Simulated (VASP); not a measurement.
Computed with PBEsol GGA, VASP's PBE PAW potentials (set 64) (plane waves; VASP).

VASP input:

### POSCAR
```
Ba(MgAs)2
1
    4.4031200000     0.0000000000     0.0000000000
   -2.2015600000     3.8132140000     0.0000000000
    0.0000000000     0.0000000000     7.6146590000
Ba Mg As
1 2 2
Direct
 -0.0038770000  -0.0101150000  -0.0047740000
  0.6771280000   0.3417800000   0.3761850000
  0.3342270000   0.6661660000   0.6260160000
  0.6531690000   0.3238920000   0.7241610000
  0.3393530000   0.6782770000   0.2784120000
```

**INCAR**
```
# general
SYSTEM  = Ba(MgAs)2
PREC    = Accurate
ENCUT   = 300
LREAL   = .FALSE.
LASPH   = .TRUE.

# electronic loop
EDIFF   = 1E-6
NELM    = 100
ALGO    = Normal
LMAXMIX = 4

# smearing
ISMEAR  = -1
SIGMA   = 0.05

# functional
GGA     = PS

# ions
ISIF    = 2

# output
LWAVE   = .FALSE.
LCHARG  = .FALSE.
```

### KPOINTS
```
Automatic mesh
0
Gamma
4 4 2
0 0 0
```

POTCAR, in this order: Ba_sv Mg As (PBE.64 set). Program: vasp_std.

**Question.** What will the output report for the number of irreducible k-points (NKPTS), largest plane-wave count, number of space-group operations, FFT grid (NGX, NGY, NGZ)?

**Answer.** 
```yaml
number of irreducible k-points (NKPTS): 20
largest_plane_wave_count: 1516
number_of_space_group_operations: 1
FFT grid (NGX, NGY, NGZ): 28 × 28 × 48
```

The structure comes from a computed database's BaMg2As2 entry; how it stands against other phases isn't given here. The cell was not relaxed at this level, atoms are displaced from their ideal sites, and its volume differs by -5.9 % from the start's.
